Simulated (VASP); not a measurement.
A convergence study with VASP on K (bcc): one setting is varied, all else stays as given below, so the limit is that of these other settings. Each run relaxes cell and ions from the cell shown. The basis is that of the starting cell, so low cut-offs carry a Pulay error.

```xyz
1
Lattice="-2.6400 2.6400 2.6400 2.6400 -2.6400 2.6400 2.6400 2.6400 -2.6400" Properties=species:S:1:pos:R:3 pbc="T T T"
K      0.0000     0.0000     0.0000
```

All values below come from PBE GGA, VASP's PBE PAW potentials (set 64) (plane waves; VASP). The tightest run used: 700 eV cut-off, 8×8×8 Γ-centred mesh, first-order Methfessel-Paxton smearing of 0.10 eV, potentials K_sv.

Question: The settings run are ENCUT = 150; ENCUT = 200; ENCUT = 250; ENCUT = 300; ENCUT = 350; ENCUT = 600; ENCUT = 650; ENCUT = 700. From which on does the relaxed volume stay within 0.1 Å³/atom of the tightest run?

Answer: From ENCUT = 600 on: it is off by 0.033 there and by no more than 0.1 in any finer run, while ENCUT = 350 is off by 1.029.
```json
[
 {"setting": "ENCUT = 150", "relaxed volume (Å³/atom)": "51.902", "E (eV/atom)": "-1.7375", "plane waves": "321", "difference judged (Å³/atom)": "22.031"},
 {"setting": "ENCUT = 200", "relaxed volume (Å³/atom)": "67.089", "E (eV/atom)": "-1.0551", "plane waves": "490", "difference judged (Å³/atom)": "6.844"},
 {"setting": "ENCUT = 250", "relaxed volume (Å³/atom)": "71.937", "E (eV/atom)": "-1.0380", "plane waves": "682", "difference judged (Å³/atom)": "1.995"},
 {"setting": "ENCUT = 300", "relaxed volume (Å³/atom)": "71.392", "E (eV/atom)": "-1.0393", "plane waves": "895", "difference judged (Å³/atom)": "2.540"},
 {"setting": "ENCUT = 350", "relaxed volume (Å³/atom)": "72.904", "E (eV/atom)": "-1.0394", "plane waves": "1136", "difference judged (Å³/atom)": "1.029"},
 {"setting": "ENCUT = 600", "relaxed volume (Å³/atom)": "73.900", "E (eV/atom)": "-1.0404", "plane waves": "2491", "difference judged (Å³/atom)": "0.033"},
 {"setting": "ENCUT = 650", "relaxed volume (Å³/atom)": "73.948", "E (eV/atom)": "-1.0404", "plane waves": "2787", "difference judged (Å³/atom)": "0.015"},
 {"setting": "ENCUT = 700", "relaxed volume (Å³/atom)": "73.933", "E (eV/atom)": "-1.0404", "plane waves": "3132", "difference judged (Å³/atom)": "0.000"}
]
```

Left out are rungs that failed or repeat a setting and relaxations that didn't move; long series are thinned to 24 rows.

The compound is K in the bcc structure.
